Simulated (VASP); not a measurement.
Output of a VASP run:

File OSZICAR:
```
       N       E                     dE             d eps       ncg     rms          rms(c)
DAV:   1     0.105232940790E+03    0.10523E+03   -0.80945E+03   520   0.149E+03
DAV:   2     0.189772055361E+01   -0.10334E+03   -0.97702E+02   520   0.265E+02
DAV:   3    -0.551185794630E+01   -0.74096E+01   -0.72835E+01   705   0.849E+01
DAV:   4    -0.576535223482E+01   -0.25349E+00   -0.25337E+00   625   0.136E+01
DAV:   5    -0.577405747242E+01   -0.87052E-02   -0.87050E-02   759   0.258E+00    0.517E+00
DAV:   6    -0.569893555460E+01    0.75122E-01   -0.34152E+00   559   0.528E+01    0.333E+00
DAV:   7    -0.556208924285E+01    0.13685E+00   -0.76552E-01   565   0.313E+01    0.167E+00
DAV:   8    -0.556481892616E+01   -0.27297E-02   -0.48171E-02   767   0.369E+00    0.481E-01
DAV:   9    -0.556188034844E+01    0.29386E-02   -0.14361E-02   647   0.377E+00    0.151E-01
DAV:  10    -0.556204810993E+01   -0.16776E-03   -0.71438E-04   625   0.238E-01    0.626E-02
DAV:  11    -0.556207671432E+01   -0.28604E-04   -0.40322E-04   650   0.618E-01    0.346E-02
DAV:  12    -0.556207404013E+01    0.26742E-05   -0.33800E-05   815   0.118E-01    0.292E-02
DAV:  13    -0.556207243429E+01    0.16058E-05   -0.16985E-06   475   0.386E-02    0.173E-02
DAV:  14    -0.556207213532E+01    0.29897E-06   -0.11486E-05   785   0.888E-02    0.494E-03
DAV:  15    -0.556207225363E+01   -0.11831E-06   -0.10459E-06   326   0.867E-03
   1 F= -.55620723E+01 E0= -.55620723E+01  d E =-.100520E-12
```

### OUTCAR
```
------------------------ aborting loop because EDIFF is reached ----------------------------------------
  FORCE on cell =-STRESS in cart. coord.  units (eV):
  Direction    XX          YY          ZZ          XY          YZ          ZX
  --------------------------------------------------------------------------------------
  Total       -0.0044251     -0.0044251     -0.0044251      0.0000000     -0.0000000      0.0000000
  in kB       -0.1261330     -0.1261330     -0.1261330      0.0000000     -0.0000000      0.0000000
  external PRESSURE =      -0.1261330 kB  Pullay stress =       0.0000000 kB
  volume of cell :       56.21
      direct lattice vectors                 reciprocal lattice vectors
     0.000000000  3.040356648  3.040356648    -0.164454391  0.164454391  0.164454391
     3.040356648  0.000000000  3.040356648     0.164454391 -0.164454391  0.164454391
     3.040356648  3.040356648  0.000000000     0.164454391  0.164454391 -0.164454391
  FREE ENERGIE OF THE ION-ELECTRON SYSTEM (eV)
  ---------------------------------------------------
  free  energy   TOTEN  =        -5.5620722536 eV

  energy  without entropy=       -5.5620722536  energy(sigma->0) =       -5.56207225
```
(Selected blocks of OUTCAR.)

### POSCAR
```
CuI
1
    0.0000000000     3.0403566484     3.0403566484
    3.0403566484    -0.0000000000     3.0403566484
    3.0403566484     3.0403566484     0.0000000000
Cu I
1 1
Direct
  1.0000000000   0.0000000000   0.0000000000
  0.2500000000   0.2500000000   0.2500000000
```

### Question
Write an INCAR and KPOINTS that could have produced this output.

### Answer
Several could match; the one computed here: the input of the run itself, PBE GGA, plane waves, VASP's PBE PAW potentials (set 64).

KPOINTS:
```
Automatic mesh
0
Gamma
7 7 7
0 0 0
```

INCAR:
```
! general
SYSTEM  = CuI
PREC    = Accurate
ENCUT   = 520
LREAL   = .FALSE.
LASPH   = .TRUE.   ! aspherical one-centre terms

! electronic loop
EDIFF   = 1E-6
NELM    = 100
ALGO    = Normal   ! blocked Davidson
LMAXMIX = 4   ! l cut-off of mixed one-centre charges

! smearing
ISMEAR  = 0   ! Gaussian
SIGMA   = 0.05   ! width (eV)

! functional
GGA     = PE   ! PBE

! output
LWAVE   = .FALSE.
LCHARG  = .TRUE.
```

POTCAR, in this order: Cu I (PBE.64 set). Program: vasp_std.

The compound is CuI in the zinc blende structure. It was relaxed first.
